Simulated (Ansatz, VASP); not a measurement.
# Cross-check of BaZrO3 between VASP and Ansatz

Aim: how closely do two programs agree when they are given the same cell, functional and k mesh?

Program: Ansatz 0.2.0. Level of theory: plane waves, with VASP 6.6.1 beside it; single point at LDA. Results are calculated unless marked as measured.

**1. The structure**

Symmetry: Pm-3m, No. 221, cubic system. Conventional cell: a = 4.191 Å, b = 4.191 Å, c = 4.191 Å, α = 90.00°, β = 90.00°, γ = 90.00°. Nearest to Ba lie 12 O at 2.96 Å. Nearest to Zr lie 6 O at 2.10 Å. Nearest to O lie 2 Zr at 2.10 Å and 4 Ba at 2.96 Å. Farther neighbours and most contacts between anions are not listed.

**2. Ansatz: single point, LDA**

Ansatz runs on its default PAW (the set named soft_2) files.

With cell and atoms fixed, the geometry can't cause a difference; cores, projectors, grids and the points listed under the comparison can.

Contents of input.yaml:

```yaml
crystal:
  lattice:
    - [4.19134, 0.0, 0.0]
    - [0.0, 4.19134, 0.0]
    - [0.0, 0.0, 4.19134]
  atoms:
    - { symbol: Ba, position: [0.0, 0.0, 0.0] }
    - { symbol: Zr, position: [0.5, 0.5, 0.5] }
    - { symbol: O, position: [0.0, 0.5, 0.5] }
    - { symbol: O, position: [0.5, 0.0, 0.5] }
    - { symbol: O, position: [0.5, 0.5, 0.0] }
hamiltonian:
  xc: lda
  pseudopotentials: { kind: paw }
kpoints:
  mp_grid: { grid: [5, 5, 5] }
scf:
  occupations: { method: gaussian, width: 0.01 }
  n_extra_bands: 5
output:
  forces: true
  stress: true
  eigenvalues: true
```

The run is started by

```sh
$ ansatz run input.yaml --threads 2 --pin off --max-ram 4608MiB --backend cpu --events-out ev --progress --plain --runs-dir out
```

Numbers of over 12 decimals in the logs are rounded to 6 here.

What it wrote:

```text
scf.n_extra_bands = 5 over 20 filled bands (N_el = 40.0): the run solves 25 bands
Engine: ansatz 0.2.0, aarch64-unknown-linux-gnu
Pseudopotentials: kind: paw
Pseudopotential: Ba, paw, valence charge 10, recommended cutoff 420 eV (normal), Ba.paw.azcp
Pseudopotential: Zr, paw, valence charge 12, recommended cutoff 420 eV (normal), Zr.paw.azcp
Pseudopotential: O, paw, valence charge 6, recommended cutoff 420 eV (normal), O.paw.azcp
Functional definition: SPW92
  exchange = slater_x
  correlation = pw_c
Crystal: 5 atoms, lattice volume = 73.631 Å³
Basis set: ecut = 420 eV, 1419 PW (Γ)
Bands: 25, of which v1, the nominal top of the filled ones, is band 20 counted from 1 (19 counted from 0)
Symmetry: 48 space group operations
Space group: Pm-3m (ITA 221), of the structure as read, at distance tolerance 4.2e-5 Å
k-points: 10 of 125
Non-local potential: Ba, projectors of the file, l = 0: 3, l = 1: 2, l = 2: 2, l = 3: 2
Non-local potential: Zr, projectors of the file, l = 0: 3, l = 1: 2, l = 2: 2, l = 3: 2
Non-local potential: O, projectors of the file, l = 0: 2, l = 1: 2, l = 2: 1
PAW form: soft (Blöchl's): semilocal exchange-correlation on the pseudo side does not see the compensation charge
PAW frozen core: Ba, regenerated for the run's functional, and the local potential with it (the file was generated under x = pbe(κ = 0.804, μ = 0.219515), c = pbe(β = 0.066725))
PAW frozen core: Zr, regenerated for the run's functional, and the local potential with it (the file was generated under x = pbe(κ = 0.804, μ = 0.219515), c = pbe(β = 0.066725))
PAW frozen core: O, regenerated for the run's functional, and the local potential with it (the file was generated under x = pbe(κ = 0.804, μ = 0.219515), c = pbe(β = 0.066725))
PAW one-centre angular grid: Ba, 194 points (default); XC on 64 Gauss nodes
PAW one-centre angular grid: Zr, 590 points (default); XC on 64 Gauss nodes
PAW one-centre angular grid: O, 110 points (default); XC on 64 Gauss nodes
Initial density: superposition of atomic densities (neutral atoms: chi_scale 0, normalization atom), corrected by the library's trained network
Initial wavefunctions: pseudopotential atomic-orbital guess
Functional: x = slater, c = lda
SCF iter   1: F=—  HF=-11532.397731 eV  |F-HF|=—  |Δ(HF+E_count)|=         —  Δρ=1.65e-2  dr2=1.89e-1  ethr=1.77e-3  ⟨swp⟩=7.1  Hψ=1322  notcnv=0
preconditioner: auto → Resta (q_TF=auto, 2.464 Å⁻¹)  ε∞=3.8  [insulator: Δε(μ)=2.977 eV  Ē_g=15.903 eV  σ=0.010 eV  W_gap=1.00  n_scr=18 (ndim 8)  ℏωp=26.7 eV  f_vac=0.000  D(μ)=0.00/eV (n_scr^D=0)  ε∞_Penn≈3.8]
SCF iter   2: F=—  HF=-11532.356398 eV  |F-HF|=—  |Δ(HF+E_count)|=   4.13e-2  Δρ=6.25e-3  dr2=1.46e-2  ethr=4.73e-4  ⟨swp⟩=2.2  Hψ=489  notcnv=0  defer=9
SCF iter   3: F=—  HF=-11532.352656 eV  |F-HF|=—  |Δ(HF+E_count)|=   3.74e-3  Δρ=2.08e-3  dr2=1.66e-3  ethr=3.65e-5  ⟨swp⟩=2.0  Hψ=428  notcnv=0  defer=10
SCF iter   4: F=—  HF=-11532.352200 eV  |F-HF|=—  |Δ(HF+E_count)|=   4.56e-4  Δρ=2.15e-4  dr2=1.88e-5  ethr=4.16e-6  ⟨swp⟩=2.0  Hψ=440  notcnv=0  defer=10
SCF iter   5: F=—  HF=-11532.352202 eV  |F-HF|=—  |Δ(HF+E_count)|=   2.50e-6  Δρ=2.90e-5  dr2=6.29e-7  ethr=4.70e-8  ⟨swp⟩=1.7  Hψ=344  notcnv=0  defer=10
SCF iter   6: F=-11532.352202 eV  HF=-11532.352202 eV  |F-HF|=1.02e-8  |Δ(HF+E_count)|=   1.41e-7  Δρ=6.69e-6  dr2=3.20e-8  ethr=2.50e-10  ⟨swp⟩=10.7  Hψ=1295  notcnv=0
SCF 1 converged in 6 iterations: F = -11532.352202 eV  dr2 = 3.20e-8
  greatest PAW one-centre occupation: 0.997 electrons in one spin orbital (limit 2), on the Zr atom at site 1 (counted from 0), in its partial waves of l = 0
SCF converged after 6 iterations
Free energy (F): -11532.352202 eV
Harris-Foulkes:  -11532.352202 eV  (|F-HF|=1.02e-8)
Internal energy: -11532.352202 eV  (E = F + TS)
E sigma→0 (E₀):  -11532.352202 eV
Fermi energy:    10.955583 eV
--- Per-component energies (eV) ---
  E_band       = -102.717704
  E_kinetic    = 1028.891919
  E_local      = -1945.011331  (includes V_loc(G=0)·N_el)
  E_nonlocal   = 288.892432
  E_hartree    = 682.978386
  E_xc         = -548.813043
  E_vxc        = -611.248762  (∫ρ·V_xc dr)
  E_paw        = -8346.464747  (= ΣΔE_a)
  E_vpaw       = -230.209875  (= ΣTr[D̂ρ^β])
  E_aug_tail   = 0.007492  (compensation charges beyond the density's cutoff)
  E_ewald      = -2693.776990
  E_core_change = 0.943681  (= ΣΔE_core)
  E_smearing   = -0.000000  (= −TS)
  E_closure    = 0.000000  (closes the sum)
  Σ components = -11532.352202   (vs F -11532.352202, Δ=0.00e0)
--- Forces (eV/Å), atoms counted from 1 ---
  atom   1  Ba    -0.00000000     0.00000000     0.00000000
  atom   2  Zr     0.00000000    -0.00000000    -0.00000000
  atom   3  O      0.00000000     0.00000000     0.00000000
  atom   4  O      0.00000000    -0.00000000     0.00000000
  atom   5  O      0.00000000    -0.00000000     0.00000000
  max |Σ_I F_I| component: 6.06e-29 eV/Å
--- Stress (GPa, compression-positive) ---
       -5.170517       0.000000       0.000000
        0.000000      -5.170517       0.000000
        0.000000       0.000000      -5.170517
  P = ⅓ Tr σ = -5.1705 GPa (-51.705 kbar)
--- Band table (eV; the first three rows and the last of 10) ---
  k-point 0: bands = [... 16 lower, 8.4289, 9.2524, 9.2524, 9.2524, 12.5741, 12.5741, 12.5741, 14.0679, ... 1 higher]
  k-point 1: bands = [... 16 lower, 8.1712, 8.4112, 9.1384, 9.1384, 12.6895, 13.4156, 13.4156, 14.6568, ... 1 higher]
  k-point 2: bands = [... 16 lower, 7.7421, 7.8158, 9.0326, 9.0326, 12.9044, 14.8322, 14.8322, 15.6768, ... 1 higher]
  k-point 9: bands = [... 16 lower, 6.9497, 9.2238, 9.2238, 9.3370, 15.4048, 15.5707, 15.5707, 16.4096, ... 1 higher]
```

The job ended after 1.6 s (2 threads of Arm Neoverse N1, shared host; peak memory 0.33 GiB).

The run ends at a pressure of -5.17 GPa.

**3. VASP: single point, LDA**

The same cell, functional (in two slightly different forms), mesh and smearing now go to VASP, with its own data sets and cutoff.

Lines of VASP's logs that name or quote its potential files are left out, and so is its time.

Contents of INCAR:

```
SYSTEM = BaZrO3
PREC = Accurate
ENCUT = 520
EDIFF = 1E-07
NELM = 100
ISMEAR = 0
SIGMA = 0.01
LREAL = .FALSE.
ALGO = Normal
GGA = CA
NBANDS = 26
LASPH = .TRUE.
LORBIT = 11
LWAVE = .FALSE.
LCHARG = .FALSE.
KPAR = 2
```

Contents of POSCAR:

```
BaZrO3
1.0
    4.1913400000      0.0000000000      0.0000000000
    0.0000000000      4.1913400000      0.0000000000
    0.0000000000      0.0000000000      4.1913400000
Ba Zr O
1 1 3
Direct
    0.0000000000      0.0000000000      0.0000000000
    0.5000000000      0.5000000000      0.5000000000
    0.0000000000      0.5000000000      0.5000000000
    0.5000000000      0.0000000000      0.5000000000
    0.5000000000      0.5000000000      0.0000000000
```

Contents of KPOINTS:

```
Automatic mesh
0
Gamma
5 5 5
0 0 0
```

Potentials, in the order of the species: Ba_sv_GW, Zr_sv and O (PBE family, release 64).

The run is started by

```sh
$ mpirun -np 2 vasp_std
```

What it wrote:

```text
[banner, memory and clock lines left out]
running    2 mpi-ranks, on    1 nodes
 distrk:  each k-point on    1 cores,    2 groups
 distr:  one band on    1 cores,    1 groups

 POSCAR found type information on POSCAR BaZrO
 POSCAR found :  3 types and       5 ions
|                                                                             |
|               ----> ADVICE to this user running VASP <----                  |
|                                                                             |
|     You enforced a specific xc type in the INCAR file but a different       |
|     [... a line on the potential file left out ...]
|     I HOPE YOU KNOW WHAT YOU ARE DOING!                                     |
|                                                                             |

 LDA part: xc-table for (Slater(with rela. corr.)+CA(PZ))
 , standard interpolation
 POSCAR, INCAR and KPOINTS ok, starting setup
 FFT: planning ... GRIDC
 FFT: planning ... GRID_SOFT
 FFT: planning ... GRID
 WAVECAR not read
 entering main loop
       N       E                     dE             d eps       ncg     rms          rms(c)
DAV:   1     0.534299274931E+03    0.53430E+03   -0.19109E+04   520   0.162E+03
DAV:   2     0.171413284141E+02   -0.51716E+03   -0.50759E+03   720   0.504E+02
DAV:   3    -0.519940255051E+02   -0.69135E+02   -0.65602E+02   910   0.201E+02
DAV:   4    -0.549807999295E+02   -0.29868E+01   -0.29798E+01   912   0.400E+01
DAV:   5    -0.551418082445E+02   -0.16101E+00   -0.16092E+00   848   0.499E+00    0.295E+01
DAV:   6    -0.474561474149E+02    0.76857E+01   -0.41324E+01   572   0.417E+01    0.126E+01
DAV:   7    -0.474665668688E+02   -0.10419E-01   -0.51728E+00   926   0.206E+01    0.866E+00
DAV:   8    -0.473899597908E+02    0.76607E-01   -0.47977E-01   582   0.473E+00    0.110E+00
DAV:   9    -0.473725351065E+02    0.17425E-01   -0.12160E-01   878   0.238E+00    0.474E-01
DAV:  10    -0.473719860356E+02    0.54907E-03   -0.12634E-02   598   0.881E-01    0.169E-01
DAV:  11    -0.473719302200E+02    0.55816E-04   -0.10579E-03   866   0.362E-01    0.584E-02
DAV:  12    -0.473719232192E+02    0.70008E-05   -0.58890E-05   740   0.584E-02    0.319E-02
DAV:  13    -0.473719228160E+02    0.40319E-06   -0.10743E-05   822   0.298E-02    0.412E-03
DAV:  14    -0.473719226610E+02    0.15501E-06   -0.29527E-06   768   0.101E-02    0.249E-03
DAV:  15    -0.473719225696E+02    0.91430E-07   -0.52669E-07   534   0.561E-03
   1 F= -.47371923E+02 E0= -.47371923E+02  d E =-.987697-138
```

Parts of OUTCAR (step 3):

```text
ion  position               nearest neighbor table
   1  0.000  0.000  0.000-
   2  0.500  0.500  0.500-   3 2.10   4 2.10   5 2.10   5 2.10   4 2.10   3 2.10
   3  0.000  0.500  0.500-   2 2.10   2 2.10
   4  0.500  0.000  0.500-   2 2.10   2 2.10
   5  0.500  0.500  0.000-   2 2.10   2 2.10

  LATTYP: Found a simple cubic cell.
 ALAT       =     4.1913400000

 Subroutine GETGRP returns: Found 48 space group operations
 (whereof 48 operations were pure point group operations)

The static configuration has the point symmetry O_h .

 Found     10 irreducible k-points:

   k-points           NKPTS =     10   k-points in BZ     NKDIM =     10   number of bands    NBANDS=     26

   dimension x,y,z NGX =    32 NGY =   32 NGZ =   32
   dimension x,y,z NGXF=    64 NGYF=   64 NGZF=   64

   ENCUT  =  520.0 eV  38.22 Ry    6.18 a.u.   7.79  7.79  7.79*2*pi/ulx,y,z

   NELECT =      40.0000    total number of electrons

 k-points in reciprocal lattice and weights: Automatic mesh
   0.00000000  0.00000000  0.00000000       0.008
   0.20000000  0.00000000  0.00000000       0.048
   0.40000000  0.00000000  0.00000000       0.048
   0.20000000  0.20000000  0.00000000       0.096
   0.40000000  0.20000000  0.00000000       0.192
   0.40000000  0.40000000  0.00000000       0.096
   0.20000000  0.20000000  0.20000000       0.064
   0.40000000  0.20000000  0.20000000       0.192
   0.40000000  0.40000000  0.20000000       0.192
   0.40000000  0.40000000  0.40000000       0.064

 average (electrostatic) potential at core
       1 -78.6404       2 -76.4929       3 -67.8595       4 -67.8595       5 -67.8595

 E-fermi :   4.8780

 k-point     1 :       0.0000    0.0000    0.0000
  band No.  band energies     occupation
    ...
     16       3.7914      2.00000
     17       3.7914      2.00000
     18       4.6211      2.00000
     19       4.6211      2.00000
     20       4.6211      2.00000
     21       7.9248      0.00000
     22       7.9248      0.00000
     23       7.9248      0.00000
     24       9.4173      0.00000
     25       9.4173      0.00000
    ...

 k-point     2 :       0.2000    0.0000    0.0000
  band No.  band energies     occupation
    ...
     16       3.4647      2.00000
     17       3.5329      2.00000
     18       3.7798      2.00000
     19       4.5074      2.00000
     20       4.5074      2.00000
     21       8.0407      0.00000
     22       8.7705      0.00000
     23       8.7705      0.00000
     24      10.0086      0.00000
     25      10.0295      0.00000
    ...

 k-point     3 :       0.4000    0.0000    0.0000
  band No.  band energies     occupation
    ...
     16       3.1058      2.00000
     17       3.1058      2.00000
     18       3.1762      2.00000
     19       4.4022      2.00000
     20       4.4022      2.00000
     21       8.2566      0.00000
     22      10.1941      0.00000
     23      10.1941      0.00000
     24      11.0324      0.00000
     25      11.2216      0.00000
    ...

  Total       -2.1114125     -2.1114125     -2.1114125     -0.0000000     -0.0000000     -0.0000000
  in kB      -45.9435968    -45.9435968    -45.9435968     -0.0000000     -0.0000000     -0.0000000
  external PRESSURE =     -45.9435968 kB  Pullay stress =       0.0000000 kB

  energy-cutoff  :      520.00
  volume of cell :       73.63
      direct lattice vectors                 reciprocal lattice vectors
     4.191340000  0.000000000  0.000000000     0.238587182  0.000000000  0.000000000
     0.000000000  4.191340000  0.000000000     0.000000000  0.238587182  0.000000000
     0.000000000  0.000000000  4.191340000     0.000000000  0.000000000  0.238587182

 POSITION                                       TOTAL-FORCE (eV/Angst)
 -----------------------------------------------------------------------------------
      0.00000      0.00000      0.00000         0.000000      0.000000      0.000000
      2.09567      2.09567      2.09567         0.000000      0.000000      0.000000
      0.00000      2.09567      2.09567         0.000000      0.000000      0.000000
      2.09567      0.00000      2.09567         0.000000      0.000000      0.000000
      2.09567      2.09567      0.00000         0.000000      0.000000      0.000000
 -----------------------------------------------------------------------------------
    total drift:                                0.000000     -0.000000     -0.000000

  FREE ENERGIE OF THE ION-ELECTRON SYSTEM (eV)
  ---------------------------------------------------
  free  energy   TOTEN  =       -47.3719225696 eV

  energy  without entropy=      -47.3719225696  energy(sigma->0) =      -47.37192257

 total charge
# of ion       s       p       d       f       tot
--------------------------------------------------
    1        1.879   4.510   0.103   0.020   6.511
    2        2.204   6.084   1.452   0.000   9.740
    3        1.549   3.458   0.000   0.000   5.006
    4        1.549   3.458   0.000   0.000   5.006
    5        1.549   3.458   0.000   0.000   5.006
--------------------------------------------------
tot          8.729  20.967   1.554   0.020  31.270

[... 3 further parts left out ...]
```

The run ends at a pressure of -4.59 GPa.

**4. Side by side**

Known differences besides the potentials themselves: the two LDA forms differ slightly; the cutoff is 420 eV in Ansatz and 520 eV in VASP; Ansatz makes its cores anew for this functional, VASP keeps those of its PBE data sets; VASP's log shows a relativistic correction to its local exchange, Ansatz's none. Total energies have different zeros and are not compared.

The two programs side by side:

| quantity | Ansatz | VASP | difference |
| --- | --- | --- | --- |
| gap on the k mesh (eV) | 3.237 | 3.223 | +0.014 |

Not compared: the pressure (VASP's GW data sets at this cutoff don't carry it). A gap on the mesh is an upper bound, since the band edges may lie between its points.

**5. What the set-up changes**

Further runs change the set-up of one program: Ansatz's method, potentials or start, or VASP's data sets, cutoff or form of LDA. The table gives Ansatz less VASP for each quantity, since a change that brings one quantity closer may part another.

| run | gap on the k mesh (eV) |
| --- | --- |
| as above | 0.014 |
| Ansatz's all-electron LAPW method | 0.012 |

**6. Summary of results**

```
difference in gap on the k mesh (single point, LDA) : 0.014 eV
```

In words: The difference in gap on the k mesh is 0.014 eV (single point, LDA), within the 0.08 eV picked in this series as the mark of a large difference. For single point, LDA, no further run moves any of the tabulated differences by more than a quarter of its size. Such differences can come from data sets, numerical settings and the points named under the comparisons, not from the functional's error against experiment.

[Lines on the potential files, build, host, timing and source positions are cut from VASP's logs without a mark.]

[Logs are printed without paths, hosts, clocks, repeated set-up lines and the standing remarks that a program may print on its own settings, such as how far it seeks lower states.]

[Hosts, paths, dates, database ids (printed as entryN), source tags and the programs' standing remarks are cut or masked in the printed files.]
